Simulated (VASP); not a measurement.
VASP ran on this input.

File KPOINTS:
```
kpoints
0
G
6 6 6
0 0 0
```

File POSCAR:
```
AlAs
1
    0.0000000000     2.8659716193     2.8659716193
    2.8659716193     0.0000000000     2.8659716193
    2.8659716193     2.8659716193     0.0000000000
Al As
1 1
Direct
  0.0000000000   0.0000000000   0.0000000000
  0.2500000000   0.2500000000   0.2500000000
```

INCAR:
```
LMAXMIX = 4
ALGO = Normal   # blocked Davidson
MAGMOM = 6*0
GGA = PE
LSORBIT = .TRUE.
LWAVE = .TRUE.
ISMEAR = 0   # Gaussian
NELM = 100   # most electronic steps
EDIFF = 1E-6   # SCF stop (eV)
LASPH = .TRUE.
LREAL = .FALSE.   # projection in real space or not
SIGMA = 0.05   # width (eV)
PREC = Accurate
SYSTEM = AlAs
GGA_COMPAT = .FALSE.
LCHARG = .FALSE.
ENCUT = 350   # plane-wave cut-off (eV)
```

POTCAR, in this order: Al As (PBE.64 set). Program: vasp_ncl.

Problem. Translate this PBE+SOC calculation to Quantum ESPRESSO's pw.x.

Solution. One equivalent input (not run):
```
&CONTROL
  calculation = 'scf'
  pseudo_dir = './pseudo'
  outdir = './out'
  tprnfor = .true.
  tstress = .true.
/
&SYSTEM
  ibrav = 0
  nat = 2
  ntyp = 2
  ecutwfc = 84
  occupations = 'smearing'
  smearing = 'gaussian'
  degauss = 0.003675
  input_dft = 'pbe'
  noncolin = .true.
  lspinorb = .true.
/
&ELECTRONS
  conv_thr = 7.3e-08
  electron_maxstep = 100
/
ATOMIC_SPECIES
  Al 26.982 Al.upf
  As 74.922 As.upf
CELL_PARAMETERS angstrom
     0.0000000    2.8659716    2.8659716
     2.8659716    0.0000000    2.8659716
     2.8659716    2.8659716    0.0000000
ATOMIC_POSITIONS crystal
  Al   0.0000000  0.0000000  0.0000000
  As   0.2500000  0.2500000  0.2500000
K_POINTS automatic
  6 6 6 0 0 0
```
The two are equivalent in intent, not identical: the potentials are each code's own (VASP's PAW set, PseudoDojo norm-conserving files, fully relativistic, in pw.x), so ENCUT and ecutwfc are chosen apart and not converted; conv_thr bounds pw.x's estimated SCF error, while EDIFF bounds the energy change between steps.

The compound is AlAs in the zinc blende structure. It was relaxed first.
